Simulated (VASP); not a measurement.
Computed with HSE06 screened hybrid, VASP's PBE PAW potentials (set 64) (plane waves; VASP).

A VASP calculation is set up with these files.

File POSCAR:
```
B32N32
1
    7.2488848259     0.0000000000     0.0000000000
    0.0000000000     7.2488848259     0.0000000000
    0.0000000000     0.0000000000     7.2488848259
B N
32 32
Direct
  0.5000000000   0.0000000000   0.0000000000
  0.7500000000   0.2500000000   0.0000000000
  0.7500000000   0.0000000000   0.2500000000
  0.0000000000   0.0000000000   0.0000000000
  0.2500000000   0.2500000000   0.0000000000
  0.5000000000   0.5000000000   0.0000000000
  0.7500000000   0.7500000000   0.0000000000
  0.2500000000   0.0000000000   0.2500000000
  0.5000000000   0.2500000000   0.2500000000
  0.7500000000   0.5000000000   0.2500000000
  0.5000000000   0.0000000000   0.5000000000
  0.7500000000   0.2500000000   0.5000000000
  0.7500000000   0.0000000000   0.7500000000
  0.0000000000   0.5000000000   0.0000000000
  0.2500000000   0.7500000000   0.0000000000
  0.0000000000   0.2500000000   0.2500000000
  0.2500000000   0.5000000000   0.2500000000
  0.5000000000   0.7500000000   0.2500000000
  0.0000000000   0.0000000000   0.5000000000
  0.2500000000   0.2500000000   0.5000000000
  0.5000000000   0.5000000000   0.5000000000
  0.7500000000   0.7500000000   0.5000000000
  0.2500000000   0.0000000000   0.7500000000
  0.5000000000   0.2500000000   0.7500000000
  0.7500000000   0.5000000000   0.7500000000
  0.0000000000   0.7500000000   0.2500000000
  0.0000000000   0.5000000000   0.5000000000
  0.2500000000   0.7500000000   0.5000000000
  0.0000000000   0.2500000000   0.7500000000
  0.2500000000   0.5000000000   0.7500000000
  0.5000000000   0.7500000000   0.7500000000
  0.0000000000   0.7500000000   0.7500000000
  0.6250000000   0.1250000000   0.1250000000
  0.8750000000   0.3750000000   0.1250000000
  0.8750000000   0.1250000000   0.3750000000
  0.1250000000   0.1250000000   0.1250000000
  0.3750000000   0.3750000000   0.1250000000
  0.6250000000   0.6250000000   0.1250000000
  0.8750000000   0.8750000000   0.1250000000
  0.3750000000   0.1250000000   0.3750000000
  0.6250000000   0.3750000000   0.3750000000
  0.8750000000   0.6250000000   0.3750000000
  0.6250000000   0.1250000000   0.6250000000
  0.8750000000   0.3750000000   0.6250000000
  0.8750000000   0.1250000000   0.8750000000
  0.1250000000   0.6250000000   0.1250000000
  0.3750000000   0.8750000000   0.1250000000
  0.1250000000   0.3750000000   0.3750000000
  0.3750000000   0.6250000000   0.3750000000
  0.6250000000   0.8750000000   0.3750000000
  0.1250000000   0.1250000000   0.6250000000
  0.3750000000   0.3750000000   0.6250000000
  0.6250000000   0.6250000000   0.6250000000
  0.8750000000   0.8750000000   0.6250000000
  0.3750000000   0.1250000000   0.8750000000
  0.6250000000   0.3750000000   0.8750000000
  0.8750000000   0.6250000000   0.8750000000
  0.1250000000   0.8750000000   0.3750000000
  0.1250000000   0.6250000000   0.6250000000
  0.3750000000   0.8750000000   0.6250000000
  0.1250000000   0.3750000000   0.8750000000
  0.3750000000   0.6250000000   0.8750000000
  0.6250000000   0.8750000000   0.8750000000
  0.1250000000   0.8750000000   0.8750000000
```

### KPOINTS
```
Automatic mesh
0
Gamma
1 1 1
0 0 0
```

### INCAR
```
ISMEAR=0   ! Gaussian
GGA=PE
SYSTEM=B32N32
HFSCREEN=0.2   ! 1/Angstrom
PRECFOCK=Fast
LCHARG=F
SIGMA=0.05
LHFCALC=T
EDIFF=1E-5
NELM=50   ! most electronic steps
NELMIN=4
PREC=Normal
ISYM=3
ISIF=0
LWAVE=F
LVHAR=T
ENCUT=400   ! plane-wave cut-off (eV)
ALGO=Normal
LASPH=T   ! aspherical one-centre terms
AEXX=0.25
LREAL=Auto
```

POTCAR, in this order: B N (PBE.64 set). Program: vasp_gam. Read from the step before: WAVECAR.

Output

### OSZICAR
```
       N       E                     dE             d eps       ncg     rms          rms(c)
DAV:   1    -0.650315063835E+03   -0.65032E+03   -0.77428E+00   340   0.832E+00    0.269E+00
DAV:   2    -0.650347834456E+03   -0.32771E-01   -0.10963E-01   364   0.782E-01    0.174E+00
DAV:   3    -0.650328570374E+03    0.19264E-01   -0.10021E-02   364   0.275E-01    0.977E-01
DAV:   4    -0.650323433031E+03    0.51373E-02   -0.63090E-03   347   0.190E-01    0.548E-01
DAV:   5    -0.650322164026E+03    0.12690E-02   -0.12813E-03   347   0.913E-02    0.305E-01
DAV:   6    -0.650321768156E+03    0.39587E-03   -0.27041E-04   356   0.472E-02    0.166E-01
DAV:   7    -0.650321650908E+03    0.11725E-03   -0.86516E-05   363   0.280E-02    0.882E-02
DAV:   8    -0.650321618281E+03    0.32628E-04   -0.18449E-05   211   0.140E-02    0.493E-02
DAV:   9    -0.650321608689E+03    0.95913E-05   -0.64396E-06   211   0.873E-03
   1 F= -.65032161E+03 E0= -.65032161E+03  d E =-.466625E-11
```

**OUTCAR**
```
------------------------ aborting loop because EDIFF is reached ----------------------------------------
  volume of cell :      380.90
      direct lattice vectors                 reciprocal lattice vectors
     7.248884826  0.000000000  0.000000000     0.137952254  0.000000000  0.000000000
     0.000000000  7.248884826  0.000000000     0.000000000  0.137952254  0.000000000
     0.000000000  0.000000000  7.248884826     0.000000000  0.000000000  0.137952254
  FREE ENERGIE OF THE ION-ELECTRON SYSTEM (eV)
  ---------------------------------------------------
  free  energy   TOTEN  =      -650.3216086893 eV

  energy  without entropy=     -650.3216086892  energy(sigma->0) =     -650.32160869

  exchange ACFDT corr.  =         0.00000000  see jH, gK, PRB 81, 115126
```
(Selected blocks of OUTCAR.)

**OUTCAR**
```
 val. band max:        6.4682914909   @ k =   0.0000   0.0000   0.0000

 cond. band min:      12.2697693014   @ k =   0.0000   0.0000   0.0000


 Fermi energy:         6.7112993945

 k-point     1 :       0.0000    0.0000    0.0000
  band No.  band energies     occupation
      1     -15.5567      2.00000
      2     -13.4540      2.00000
      3     -13.4540      2.00000
      4     -13.4540      2.00000
      5     -13.4540      2.00000
      6     -13.4540      2.00000
      7     -13.4540      2.00000
      8     -11.6469      2.00000
      9     -11.6469      2.00000
     10     -11.6469      2.00000
     11     -11.6469      2.00000
     12     -11.6469      2.00000
     13     -11.6469      2.00000
     14     -11.6469      2.00000
     15     -11.6469      2.00000
     16     -11.6469      2.00000
     17     -11.6469      2.00000
     18     -11.6469      2.00000
     19     -11.6469      2.00000
     20     -11.0689      2.00000
     21     -11.0689      2.00000
     22     -11.0689      2.00000
     23     -11.0689      2.00000
     24      -9.5937      2.00000
     25      -9.5937      2.00000
     26      -9.5937      2.00000
     27      -9.2789      2.00000
     28      -9.2789      2.00000
     29      -9.2789      2.00000
     30      -9.2789      2.00000
     31      -9.2789      2.00000
     32      -9.2789      2.00000
     33      -5.1060      2.00000
     34      -5.1060      2.00000
     35      -5.1060      2.00000
     36      -5.1060      2.00000
     37      -3.2650      2.00000
     38      -3.2650      2.00000
     39      -3.2650      2.00000
     40      -1.8551      2.00000
     41      -1.8551      2.00000
     42      -1.8551      2.00000
     43      -1.8551      2.00000
     44      -1.8551      2.00000
     45      -1.8551      2.00000
     46      -1.7521      2.00000
     47      -1.7521      2.00000
     48      -1.7521      2.00000
     49      -1.7521      2.00000
     50      -1.7521      2.00000
     51      -1.7521      2.00000
...
```

The supercell is sampled at Γ alone, which is coarse: total energies, pressure and levels can be off, energies of defects by several tenths of an eV.

The cell is a supercell, built from BN (zinc blende). The cell's shape comes from a PBE relaxation.
